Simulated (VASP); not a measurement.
VASP ran on this input.

INCAR:
```
! general
SYSTEM =FeO
PREC   =Accurate
ENCUT  =400
LREAL  =F
LASPH  =T

! electronic loop
EDIFF  =1E-6
NELM   =100
ALGO   =Normal
LMAXMIX=4

! smearing
ISMEAR =-1
SIGMA  =0.02

! functional
GGA    =PE

! spin
ISPIN  =2
MAGMOM =4.0 -4.0 2*0.0

! ions
ISIF   =2

! output
LWAVE  =F
LCHARG =F
LORBIT =11
```

File POSCAR:
```
FeO
1
    4.2434000000     2.1217000000     2.1217000000
    2.1217000000     4.2434000000     2.1217000000
    2.1217000000     2.1217000000     4.2434000000
Fe O
2 2
Direct
  0.0000000000   0.0000000000   0.0000000000
  0.5000000000   0.5000000000   0.5000000000
  0.2500000000   0.2500000000   0.2500000000
  0.7500000000   0.7500000000   0.7500000000
```

### KPOINTS
```
Automatic mesh
0
Gamma
5 5 5
0 0 0
```

POTCAR, in this order: Fe O (PBE.64 set). Program: vasp_std.

Problem. Translate this PBE calculation to Ansatz.

Solution. One equivalent input (not run):
Ansatz 0.2 input:
```yaml
crystal:
  lattice:
    - [4.2434000, 2.1217000, 2.1217000]
    - [2.1217000, 4.2434000, 2.1217000]
    - [2.1217000, 2.1217000, 4.2434000]
  atoms:
    - { symbol: Fe, position: [0.0000000, 0.0000000, 0.0000000], spin: 4 }
    - { symbol: Fe, position: [0.5000000, 0.5000000, 0.5000000], spin: -4 }
    - { symbol: O, position: [0.2500000, 0.2500000, 0.2500000] }
    - { symbol: O, position: [0.7500000, 0.7500000, 0.7500000] }
kpoints:
  mp_grid: { grid: [5, 5, 5] }
hamiltonian:
  xc: pbe
  pseudopotentials: { kind: paw }
magnetization: { spin_polarized: true }
scf:
  occupations: { method: fermi_dirac, width: 0.02 }
  max_iter: 100
output: { forces: true, stress: true, eigenvalues: true }
```
The two are equivalent in intent, not identical: each code has its own PAW files, so the cut-off isn't converted (ENCUT is set for VASP's; basis.ecutwfc is left out, and Ansatz then takes the one that its files recommend); Ansatz stops its SCF on the density residual and VASP on the energy change (EDIFF).

The structure is a typed FeO crystal (Fm-3m). The cell was not relaxed at this level, and its volume differs by -5.9 % from the start's. The k-mesh is coarse (spacing up to 0.49 per Å, 2π included), so the numbers may not be converged in it.
